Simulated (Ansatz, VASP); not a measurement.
# Al2BAs2: VASP beside Ansatz

File INCAR:

```
PREC = Accurate ; ENCUT = 600
EDIFF = 1E-6 ; ISMEAR = 0
SIGMA = 0.1 ; LREAL = F
LASPH = T ; NELM = 60
ALGO = Normal ; ISIF = 3
LWAVE = F ; LCHARG = F
GGA = PE ; IBRION = 2
NSW = 100 ; EDIFFG = -0.01
```

The input KPOINTS:

```
regular mesh
0
Gamma
  12 12 6
```

POSCAR

```
Al2BAs2
1.0
    3.5810050139      0.0000000000      0.0000000000
   -1.7905025070      3.1012413131      0.0000000000
    0.0000000000      0.0000000000      7.7795608552
Al B As
2 1 2
Direct
    0.0000000000      0.0000000000      0.6942850168
    0.0000000000      0.0000000000      0.3057149832
    0.6666666667      0.3333333333      0.0000000000
    0.6666666667      0.3333333333      0.5000000000
    0.3333333333      0.6666666667      0.0000000000
```

Input for Ansatz:

```yaml
crystal:
  lattice:
    - [3.5810050139, 0.0, 0.0]
    - [-1.790502507, 3.1012413131, 0.0]
    - [0.0, 0.0, 7.7795608552]
  atoms:
    - { symbol: Al, position: [0.0, 0.0, 0.6942850168] }
    - { symbol: Al, position: [0.0, 0.0, 0.3057149832] }
    - { symbol: B, position: [0.6666666667, 0.3333333333, 0.0] }
    - { symbol: As, position: [0.6666666667, 0.3333333333, 0.5] }
    - { symbol: As, position: [0.3333333333, 0.6666666667, 0.0] }
basis:
  ecutwfc: 420
kpoints:
  mp_grid: { grid: [12, 12, 6] }
hamiltonian:
  xc: pbe
scf:
  occupations: { method: gaussian, width: 0.1 }
output:
  forces: true
  stress: true
  eigenvalues: true
relax:
  adjacent_minimum: "off"
  f_tol: 0.01
  max_steps: 80
  cell: { stress_tol: 0.05 }
```

Change from the starting cell: species swapped into the Sr2ZnAs2 type (P-6m2, No. 187).

Alike in both runs: task relaxation of cell and atoms; functional PBE; k mesh 12 × 12 × 6; occupations gaussian, width 0.1 eV; no spin polarisation.

|  | VASP | Ansatz |
| --- | --- | --- |
| version | VASP 6.6.1 | Ansatz 0.2.0 |
| potentials or method | VASP PAW PBE potentials, release 64 (Al, B, As) | scalar-relativistic, plane waves, PAW |
| plane-wave cutoff (eV) | 600 | 420 |
| valence electrons in the cell | 19 | 39 |

|  | VASP | Ansatz | Ansatz less VASP |
| --- | --- | --- | --- |
| gap on the k mesh at the Fermi level, each at its own relaxed structure (eV) | none | none | - |
| relaxed volume (Å³/atom) | 17.51 | 17.46 | -0.046 |
| relaxed cell length with the largest relative difference (Å) | 3.609 | 3.604 | -0.0047 |
| energy change over the relaxation (meV/atom) | -1 | -1 | +0.5 |

A gap of «none» marks a metal or a gap that the smearing closes. The two sets of potentials don't hold the same shells in valence.
